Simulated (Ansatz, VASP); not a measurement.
**Cross-check of LiF (Griceite) between VASP and Ansatz**

Wanted: the spread between two codes on one cell, functional and k mesh. The cell is taken from a series of VASP runs on this material, whose earlier steps may have relaxed, scaled or displaced it; both programs get it as it stands. Valence electrons are named where the data sets of a main pair hold unlike numbers.

Calculated with Ansatz 0.2.0; plane waves, with VASP 6.6.1 beside it; relaxation of cell and atoms at LDA and band structure at HSE06.

## 1. The structure

It takes space group Fm-3m (No. 225, cubic). Conventional cell: a = 3.897 Å, b = 3.897 Å, c = 3.897 Å, α = 90.00°, β = 90.00°, γ = 90.00°. F has 6 Li at 1.95 Å nearest. Nearest to Li lie 6 F at 1.95 Å. Farther neighbours and most contacts between anions are not listed.

Structure file:

```
F Li
1.0
     0.00000    1.94846    1.94846
     1.94846    0.00000    1.94846
     1.94846    1.94846    0.00000
F Li
1 1
Direct
  0.50000 0.50000 0.50000
  0.00000 0.00000 0.00000
```

## 2. VASP: relaxation of cell and atoms, LDA

The relaxed volume is the usual yardstick between codes: in a stiff, nearly cubic crystal its relative difference is about their pressure difference at one cell divided by the bulk modulus.

Lines of VASP's logs that name or quote its potential files are left out, and so is its time.

INCAR reads:

```
SYSTEM = LiF
PREC = Accurate
ENCUT = 650
EDIFF = 1E-06
NELM = 100
ISMEAR = 0
SIGMA = 0.03
LREAL = .FALSE.
ALGO = Normal
GGA = CA
NBANDS = 11
LORBIT = 11
LWAVE = .FALSE.
LCHARG = .FALSE.
KPAR = 4
IBRION = 2
NSW = 50
ISIF = 3
EDIFFG = -0.006
```

POSCAR reads:

```
LiF
1.0
    0.0000000000      1.9484551656      1.9484551656
    1.9484551656      0.0000000000      1.9484551656
    1.9484551656      1.9484551656      0.0000000000
F Li
1 1
Direct
    0.5000000000      0.5000000000      0.5000000000
    0.0000000000      0.0000000000      0.0000000000
```

KPOINTS reads:

```
Automatic mesh
0
Gamma
10 10 10
0 0 0
```

PAW data sets: F and Li_sv (LDA family, release 64).

The run is started by

```sh
mpirun -np 4 vasp_std
```

Numbers of over 12 decimals in the logs are rounded to 6 here.

Output:

```text
[banner, memory and clock lines left out]
running    4 mpi-ranks, on    1 nodes
 distrk:  each k-point on    1 cores,    4 groups
 distr:  one band on    1 cores,    1 groups

 POSCAR found type information on POSCAR F Li
 POSCAR found :  2 types and       2 ions
 LDA part: xc-table for (Slater(with rela. corr.)+CA(PZ))
 , standard interpolation
 POSCAR, INCAR and KPOINTS ok, starting setup
 FFT: planning ... GRIDC
 FFT: planning ... GRID_SOFT
 FFT: planning ... GRID
 WAVECAR not read
 entering main loop
       N       E                     dE             d eps       ncg     rms          rms(c)
DAV:   1     0.334091132958E+02    0.33409E+02   -0.65953E+03  1090   0.112E+03
DAV:   2    -0.980705381633E+01   -0.43216E+02   -0.42408E+02  1202   0.209E+02
DAV:   3    -0.109788108039E+02   -0.11718E+01   -0.11668E+01  1267   0.307E+01
DAV:   4    -0.109940119539E+02   -0.15201E-01   -0.15199E-01  1223   0.373E+00
DAV:   5    -0.109941860492E+02   -0.17410E-03   -0.17409E-03  1330   0.300E-01    0.423E+00
DAV:   6    -0.105195242340E+02    0.47466E+00   -0.22079E+00  1187   0.100E+01    0.130E+00
DAV:   7    -0.105090682104E+02    0.10456E-01   -0.17362E-02  1381   0.122E+00    0.785E-01
DAV:   8    -0.105039473218E+02    0.51209E-02   -0.87487E-03  1507   0.109E+00    0.971E-02
DAV:   9    -0.105039164829E+02    0.30839E-04   -0.72683E-04  1189   0.269E-01    0.373E-02
DAV:  10    -0.105039293289E+02   -0.12846E-04   -0.29943E-05  1237   0.453E-02    0.668E-03
DAV:  11    -0.105039289074E+02    0.42155E-06   -0.13014E-06  1039   0.137E-02
   1 F= -.10503929E+02 E0= -.10503929E+02  d E =-.105039E+02
 curvature:   0.00 expect dE= 0.000E+00 dE for cont linesearch  0.000E+00
 trial: gam= 0.00000 g(F)=  0.301E-59 g(S)=  0.917E-07 ort = 0.000E+00 (trialstep = 0.100E+01)
 search vector abs. value=  0.918E-07
 reached required accuracy - stopping structural energy minimisation
```

Parts of OUTCAR (step 2):

```text
ion  position               nearest neighbor table
   1  0.500  0.500  0.500-   2 1.95   2 1.95   2 1.95   2 1.95   2 1.95   2 1.95
   2  0.000  0.000  0.000-   1 1.95   1 1.95   1 1.95   1 1.95   1 1.95   1 1.95

  LATTYP: Found a face centered cubic cell.
 ALAT       =     3.8969103312

 Subroutine GETGRP returns: Found 48 space group operations
 (whereof 48 operations were pure point group operations)

The static configuration has the point symmetry O_h .

 Found     47 irreducible k-points:

   k-points           NKPTS =     47   k-points in BZ     NKDIM =     47   number of bands    NBANDS=     11

   dimension x,y,z NGX =    24 NGY =   24 NGZ =   24
   dimension x,y,z NGXF=    48 NGYF=   48 NGZF=   48

   ENCUT  =  650.0 eV  47.77 Ry    6.91 a.u.   5.73  5.73  5.73*2*pi/ulx,y,z

   NELECT =      10.0000    total number of electrons

 k-points in reciprocal lattice and weights: Automatic mesh
   0.00000000  0.00000000  0.00000000       0.001
   0.10000000  0.00000000  0.00000000       0.008
   0.20000000  0.00000000  0.00000000       0.008
   0.30000000  0.00000000  0.00000000       0.008
   0.40000000  0.00000000  0.00000000       0.008
   0.50000000  0.00000000  0.00000000       0.004
   0.10000000  0.10000000  0.00000000       0.006
   0.20000000  0.10000000  0.00000000       0.024
   0.30000000  0.10000000  0.00000000       0.024
[...]
-0.30000000  0.40000000  0.20000000       0.024
  -0.30000000  0.50000000  0.20000000       0.012

 average (electrostatic) potential at core
       1 -76.0991       2 -62.8947

 E-fermi :  -0.3274

 k-point     1 :       0.0000    0.0000    0.0000
  band No.  band energies     occupation
      1     -40.2215      2.00000
      2     -20.5068      2.00000
      3      -0.6510      2.00000
      4      -0.6510      2.00000
      5      -0.6510      2.00000
      6       9.1317      0.00000
      7      24.1059      0.00000
      8      24.1059      0.00000
      9      24.1063      0.00000
     10      24.2411      0.00000
    ...

 k-point     2 :       0.1000    0.0000    0.0000
  band No.  band energies     occupation
      1     -40.2115      2.00000
      2     -20.4613      2.00000
      3      -0.9769      2.00000
      4      -0.6782      2.00000
      5      -0.6782      2.00000
      6       9.4089      0.00000
      7      21.1207      0.00000
      8      22.6814      0.00000
      9      22.6814      0.00000
     10      25.4068      0.00000
    ...

 k-point     3 :       0.2000    0.0000    0.0000
  band No.  band energies     occupation
      1     -40.1853      2.00000
      2     -20.3381      2.00000
      3      -1.7627      2.00000
      4      -0.7479      2.00000
      5      -0.7479      2.00000
      6       9.9835      0.00000
      7      18.5953      0.00000
      8      21.0648      0.00000
      9      21.0648      0.00000
     10      26.6445      0.00000
    ...

  Total       -0.0011255     -0.0011255     -0.0011255      0.0000000     -0.0000000     -0.0000000
  in kB       -0.1218849     -0.1218849     -0.1218849      0.0000000     -0.0000000     -0.0000000
  external PRESSURE =      -0.1218849 kB  Pullay stress =       0.0000000 kB

  energy-cutoff  :      650.00
  volume of cell :       14.79
      direct lattice vectors                 reciprocal lattice vectors
     0.000000000  1.948455166  1.948455166    -0.256613552  0.256613552  0.256613552
     1.948455166  0.000000000  1.948455166     0.256613552 -0.256613552  0.256613552
     1.948455166  1.948455166  0.000000000     0.256613552  0.256613552 -0.256613552

 POSITION                                       TOTAL-FORCE (eV/Angst)
 -----------------------------------------------------------------------------------
      1.94846      1.94846      1.94846         0.000000      0.000000     -0.000000
      0.00000      0.00000      0.00000        -0.000000     -0.000000      0.000000
 -----------------------------------------------------------------------------------
    total drift:                               -0.000000     -0.000000      0.000000

  FREE ENERGIE OF THE ION-ELECTRON SYSTEM (eV)
  ---------------------------------------------------
  free  energy   TOTEN  =       -10.5039289074 eV

  energy  without entropy=      -10.5039289074  energy(sigma->0) =      -10.50392891

 reached required accuracy - stopping structural energy minimisation

 total charge
# of ion       s       p       d       tot
------------------------------------------
    1        1.716   4.408   0.000   6.123
    2        2.023   0.082   0.000   2.105
--------------------------------------------------
tot          3.739   4.490   0.000   8.228

[... 3 further parts left out ...]
```

CONTCAR:

```
LiF
   1.00000000000000
     0.0000000000000000    1.9484551656000000    1.9484551656000000
     1.9484551656000000    0.0000000000000000    1.9484551656000000
     1.9484551656000000    1.9484551656000000    0.0000000000000000
  F               Li
     1     1
Direct
     0.5000000000000000    0.5000000000000000    0.5000000000000000
     0.0000000000000000    0.0000000000000000    0.0000000000000000
```

The run keeps the 48 symmetry operations of its start, so it cannot find a distortion of lower symmetry.

## 3. Ansatz: relaxation of cell and atoms, LDA

Ansatz runs on its default PAW (the set named soft_2) files.

The same cell, functional (in two slightly different forms), mesh and smearing now go to Ansatz, which takes its cutoff from its data sets.

input.yaml reads:

```yaml
crystal:
  lattice:
    - [0.0, 1.9484551656, 1.9484551656]
    - [1.9484551656, 0.0, 1.9484551656]
    - [1.9484551656, 1.9484551656, 0.0]
  atoms:
    - { symbol: F, position: [0.5, 0.5, 0.5] }
    - { symbol: Li, position: [0.0, 0.0, 0.0] }
hamiltonian:
  xc: lda
  pseudopotentials: { kind: paw }
kpoints:
  mp_grid: { grid: [10, 10, 10] }
scf:
  occupations: { method: gaussian, width: 0.03 }
relax:
  f_tol: 0.01
  max_steps: 60
  cell: { stress_tol: 0.05 }
output:
  forces: true
  stress: true
```

The run is started by

```sh
ansatz run input.yaml --threads 4 --pin off --max-ram 9216MiB --backend cpu --events-out ev --progress --plain --runs-dir out
```

Output:

```text
Engine: ansatz 0.2.0, aarch64-unknown-linux-gnu
Pseudopotentials: kind: paw
Pseudopotential: F, paw, valence charge 7, recommended cutoff 420 eV (normal), F.paw.azcp
Pseudopotential: Li, paw, valence charge 3, recommended cutoff 420 eV (normal), Li.paw.azcp
Functional definition: SPW92
  exchange = slater_x
  correlation = pw_c
Crystal: 2 atoms, lattice volume = 14.795 Å³
Basis set: ecut = 420 eV, 283 PW (Γ)
Bands: 9, of which v1, the nominal top of the filled ones, is band 5 counted from 1 (4 counted from 0)
Symmetry: 48 space group operations
Space group: Fm-3m (ITA 225), of the structure as read, at distance tolerance 2.5e-5 Å
k-points: 47 of 1000
Non-local potential: F, projectors of the file, l = 0: 2, l = 1: 2, l = 2: 1
Non-local potential: Li, projectors of the file, l = 0: 3, l = 1: 2, l = 2: 1
PAW form: soft (Blöchl's): semilocal exchange-correlation on the pseudo side does not see the compensation charge
PAW frozen core: F, regenerated for the run's functional, and the local potential with it (the file was generated under x = pbe(κ = 0.804, μ = 0.219515), c = pbe(β = 0.066725))
PAW one-centre angular grid: F, 110 points (default); XC on 64 Gauss nodes
PAW one-centre angular grid: Li, 110 points (default); XC on 64 Gauss nodes
Initial density: superposition of atomic densities (neutral atoms: chi_scale 0, normalization atom), corrected by the library's trained network
Initial wavefunctions: pseudopotential atomic-orbital guess
Functional: x = slater, c = lda
SCF iter   1: F=—  HF=-998.718062 eV  |F-HF|=—  |Δ(HF+E_count)|=         —  Δρ=2.26e-2  dr2=5.02e-2  ethr=1.77e-3  ⟨swp⟩=4.9  Hψ=2603  notcnv=0
preconditioner: auto → none  [insulator: Δε(μ)=9.567 eV  Ē_g=23.100 eV  σ=0.030 eV  W_gap=1.00  n_scr=0 (ndim 8)  ℏωp=27.3 eV  f_vac=0.000  D(μ)=0.00/eV (n_scr^D=0)  ε∞_Penn≈2.4]
SCF iter   2: F=—  HF=-998.699401 eV  |F-HF|=—  |Δ(HF+E_count)|=   1.87e-2  Δρ=9.65e-3  dr2=5.16e-3  ethr=5.02e-4  ⟨swp⟩=3.0  Hψ=1177  notcnv=0
SCF iter   3: F=—  HF=-998.696913 eV  |F-HF|=—  |Δ(HF+E_count)|=   2.49e-3  Δρ=2.13e-3  dr2=3.40e-4  ethr=5.16e-5  ⟨swp⟩=2.5  Hψ=775  notcnv=0
SCF iter   4: F=—  HF=-998.696565 eV  |F-HF|=—  |Δ(HF+E_count)|=   3.48e-4  Δρ=4.03e-4  dr2=9.03e-6  ethr=3.40e-6  ⟨swp⟩=2.0  Hψ=735  notcnv=0
SCF iter   5: F=—  HF=-998.696555 eV  |F-HF|=—  |Δ(HF+E_count)|=   1.07e-5  Δρ=4.75e-5  dr2=2.48e-7  ethr=9.03e-8  ⟨swp⟩=2.0  Hψ=470  notcnv=0
SCF iter   6: F=-998.696555 eV  HF=-998.696555 eV  |F-HF|=2.57e-10  |Δ(HF+E_count)|=   1.26e-7  Δρ=2.00e-6  dr2=3.33e-10  ethr=1.00e-9  ⟨swp⟩=3.7  Hψ=1155  notcnv=0
SCF 1 converged in 6 iterations: F = -998.696555 eV  dr2 = 3.33e-10
  greatest PAW one-centre occupation: 1.000 electrons in one spin orbital (limit 2), on the Li atom at site 1 (counted from 0), in its partial waves of l = 0
relax step   1: F+E_penalty+E_count = -998.69655457 eV  Δ(F+E_penalty+E_count) = +0.000e0 eV  max|allowed force component| = 7.705e-29 eV/Å  Δτ_max = 0.0000 Å  P = +0.813 GPa  Ω = 14.795 Å³  (6 SCF iters, dr2 threshold 1.00e-7 eV, accepted)
[...]
relax step   2: F+E_penalty+E_count = -998.69644906 eV  Δ(F+E_penalty+E_count) = +1.055e-4 eV  max|allowed force component| = 7.560e-30 eV/Å  Δτ_max = 0.0000 Å  P = +0.549 GPa  Ω = 14.833 Å³  energy of the carried Pulay correction = -2.677e-4 eV  (3 SCF iters, dr2 threshold 2.00e-7 eV, accepted)
[...]
relax step   3: F+E_penalty+E_count = -998.69602535 eV  Δ(F+E_penalty+E_count) = +4.237e-4 eV  max|allowed force component| = 4.266e-29 eV/Å  Δτ_max = 0.0000 Å  P = -0.001 GPa  Ω = 14.913 Å³  energy of the carried Pulay correction = -8.278e-4 eV  (4 SCF iters, dr2 threshold 2.00e-7 eV, accepted)
[...]
relax step   4: F+E_penalty+E_count = -998.69695235 eV  Δ(F+E_penalty+E_count) = -9.270e-4 eV  max|allowed force component| = 5.121e-29 eV/Å  Δτ_max = 0.0000 Å  P = +0.102 GPa  Ω = 14.913 Å³  stress off target by 1.02e-1 GPa  SCF on the basis re-selected at this cell (its energy is not comparable with the rows above)  (5 SCF iters)
[...]
relax step   5: F+E_penalty+E_count = -998.69685372 eV  Δ(F+E_penalty+E_count) = +9.863e-5 eV  max|allowed force component| = 9.458e-30 eV/Å  Δτ_max = 0.0000 Å  P = +0.009 GPa  Ω = 14.928 Å³  energy of the carried Pulay correction = -1.038e-4 eV  (3 SCF iters, dr2 threshold 2.62e-8 eV, accepted)
[...]
relax step   6: F+E_penalty+E_count = -998.69693768 eV  Δ(F+E_penalty+E_count) = -8.396e-5 eV  max|allowed force component| = 1.004e-29 eV/Å  Δτ_max = 0.0000 Å  P = +0.015 GPa  Ω = 14.928 Å³  stress off target by 1.46e-2 GPa  SCF on the basis re-selected at this cell (its energy is not comparable with the rows above)  (4 SCF iters)
basis re-selected at this cell: Δ(F+E_penalty+E_count) = -8.396e-5 eV, ΔP = +0.006 GPa vs the last step (what re-selecting the basis moved, of the pressure what is left beyond the Pulay correction that the steps carried, after the strain that the cell walked since its last selection, with what the two solves' SCF thresholds leave and, on support functions, any second-order correction that the steps lacked; it is no m [...]
SCF converged after 4 iterations
Free energy (F): -998.696938 eV
Harris-Foulkes:  -998.696938 eV  (|F-HF|=7.28e-12)
Internal energy: -998.696938 eV  (E = F + TS)
E sigma→0 (E₀):  -998.696938 eV
Fermi energy:    6.202539 eV
--- Per-component energies (eV) ---
  E_band       = -112.069060
  E_kinetic    = 229.823597
  E_local      = -612.933082  (includes V_loc(G=0)·N_el)
  E_nonlocal   = 43.072897
  E_hartree    = 211.757400
  E_xc         = -89.969638
  E_vxc        = -116.594091  (∫ρ·V_xc dr)
  E_paw        = -206.414123  (= ΣΔE_a)
  E_vpaw       = -78.955325  (= ΣTr[D̂ρ^β])
  E_aug_tail   = 0.002072  (compensation charges beyond the density's cutoff)
  E_ewald      = -574.149312
  E_core_change = 0.113252  (= ΣΔE_core)
  E_smearing   = -0.000000  (= −TS)
  E_closure    = 0.000000  (closes the sum)
  Σ components = -998.696938   (vs F -998.696938, Δ=0.00e0)
--- Forces (eV/Å), atoms counted from 1 ---
  atom   1  F      0.00000000    -0.00000000    -0.00000000
  atom   2  Li    -0.00000000     0.00000000     0.00000000
  max |Σ_I F_I| component: 1.99e-29 eV/Å
--- Stress (GPa, compression-positive) ---
        0.014611      -0.000000      -0.000000
       -0.000000       0.014611       0.000000
       -0.000000      -0.000000       0.014611
  P = ⅓ Tr σ = 0.0146 GPa (0.146 kbar)
--- Relaxed structure (4 steps of the walk, 4 accepted, 2 SCFs on fresh bases) ---
  F+E_penalty+E_count = -998.69693768 eV   max|allowed force component| = 1.004e-29 eV/Å   (the final SCF, on the basis selected at the relaxed cell)
  cell:  # Å, volume = 14.9280 Å³
    - [0, 1.954299, 1.954299]
    - [1.954299, 0, 1.954299]
    - [1.954299, 1.954299, 0]
  atoms:
    - { symbol: F, position: [0.5, 0.5, 0.5] }
    - { symbol: Li, position: [0, 0, 0] }
```

Run time: 0.87 s. Hardware: 4 threads of Arm Neoverse V2, shared host; peak memory 0.26 GiB; 2.4 s of CPU time.

## 4. Differences

Known differences besides the potentials themselves: the two LDA forms differ slightly; both relaxations stop at a tolerance, which leaves soft axes loose, and VASP keeps its plane-wave basis; the cutoff is 420 eV in Ansatz and 650 eV in VASP; VASP's log shows a relativistic correction to its local exchange, Ansatz's none; Ansatz adds a Pulay correction to the stress that steers its cell, VASP none. Total energies have different zeros and are not compared.

Both answers:

```csv
quantity,Ansatz,VASP,difference
volume (Å³),14.93,14.79,+0.90 %
"edge a after relaxation, in the typed setting (Å)",2.764,2.756,+0.30 %
```

The walks stopped with 0.01 GPa left in Ansatz and -0.01 GPa in VASP; each walk ends within a tolerance, so the volume difference is uncertain by about these residues over the bulk modulus, most in soft cells.

## 5. Ansatz: band structure, HSE06

The same path points are solved in both programs, so levels can be compared one by one.

The cell is taken from a series of VASP runs on this material, whose earlier steps may have relaxed, scaled or displaced it; both programs get it as it stands.

input.yaml reads:

```yaml
crystal:
  lattice:
    - [0.0, 2.014, 2.014]
    - [2.014, 0.0, 2.014]
    - [2.014, 2.014, 0.0]
  atoms:
    - { symbol: F, position: [0.5, 0.5, 0.5] }
    - { symbol: Li, position: [0.0, 0.0, 0.0] }
hamiltonian:
  xc: { exchange: pbe, correlation: pbe, exx: { coeff: 0.25, omega: 0.2 } }
  pseudopotentials: { kind: paw }
kpoints:
  mp_grid: { grid: [6, 6, 6] }
  band_path:
    path:
      - [0.0, 0.0, 0.0]
      - [0.5, 0.0, 0.5]
      - [0.5, 0.22222, 0.72222]
      - [0.40278, 0.34722, 0.75]
      - [0.125, 0.125, 0.25]
      - [0.04167, 0.04167, 0.08333]
      - [0.27778, 0.27778, 0.27778]
      - [0.55556, 0.38889, 0.55556]
      - [0.58333, 0.25, 0.66667]
      - [0.5, 0.30556, 0.69444]
      - [0.48611, 0.48611, 0.52778]
      - [0.625, 0.25, 0.625]
      - [0.5, 0.0, 0.5]
    npoints: 1
scf:
  occupations: { method: gaussian, width: 0.03 }
  n_extra_bands: 7
output:
  forces: true
  stress: true
  eigenvalues: true
```

Output:

```text
[...]
--- Band table (eV; the first three rows and the last of 16) ---
  k-point 0: bands = [... 1 lower, -22.3058, -0.7370, -0.7370, -0.7370, 10.6864, 25.9921, 25.9921, 25.9921, ... 3 higher]
  k-point 1: bands = [... 1 lower, -22.1993, -1.4880, -0.8011, -0.8011, 11.4292, 21.3440, 23.6119, 23.6119, ... 3 higher]
  k-point 2: bands = [... 1 lower, -21.9751, -2.7971, -0.9238, -0.9238, 12.3433, 18.9306, 21.5050, 21.5050, ... 3 higher]
  k-point 15: bands = [... 1 lower, -21.6061, -3.3893, -2.3619, -1.6372, 16.7375, 17.1847, 19.2863, 21.4129, ... 3 higher]
[key lines of the parts left out:]
Free energy (F): -1016.119775 eV
Fermi energy:    4.974754 eV
P = ⅓ Tr σ = -0.9174 GPa (-9.174 kbar)
```

Run time: 7 s. Hardware: 4 threads; peak memory 0.51 GiB.

[end of part 1 of 2]

[Lines on the potential files, build, host, timing and source positions are cut from VASP's logs without a mark.]

[Logs are printed without paths, hosts, clocks, repeated set-up lines and the standing remarks that a program may print on its own settings, such as how far it seeks lower states.]

[Hosts, paths, dates, database ids (printed as entryN), source tags and the programs' standing remarks are cut or masked in the printed files.]
